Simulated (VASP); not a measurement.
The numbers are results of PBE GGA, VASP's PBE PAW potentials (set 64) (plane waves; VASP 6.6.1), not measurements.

VASP input:

INCAR:
```
# general
SYSTEM =CdSe
PREC   =Accurate
ENCUT  =520
LREAL  =.False.
LASPH  =.True.

# electronic loop
EDIFF  =1E-6
NELM   =100
ALGO   =Normal
LMAXMIX=4

# smearing
ISMEAR =0
SIGMA  =0.05

# functional
GGA    =PE

# ions
ISIF   =2

# output
LWAVE  =.False.
LCHARG =.False.
```

File KPOINTS:
```
Automatic mesh
0
Gamma
5 5 3
0 0 0
```

File POSCAR:
```
CdSe
7.15020
  0.3067047076  -0.5312280775   0.0000000000
  0.3067047076   0.5312280775   0.0000000000
  0.0000000000   0.0000000000   1.0000000000
Cd Se
2 2
Cartesian
  0.3067047076  -0.1770763800   0.5000000000
  0.3067047076   0.1770763800   0.0000000000
  0.3067047076  -0.1770763800   0.8760000000
  0.3067047076   0.1770763800   0.3760000000
```

POTCAR, in this order: Cd Se (PBE.64 set). Program: vasp_std.

Q: What will the output report for the number of irreducible k-points (NKPTS), number of bands (NBANDS), largest plane-wave count, number of space-group operations, FFT grid (NGX, NGY, NGZ)?

A: 
```yaml
number of irreducible k-points (NKPTS): 10
number of bands (NBANDS): 22
largest_plane_wave_count: 3222
number_of_space_group_operations: 12
FFT grid (NGX, NGY, NGZ): 36 × 36 × 54
```

The compound is CdSe in the wurtzite structure. The cell was not relaxed at this level.
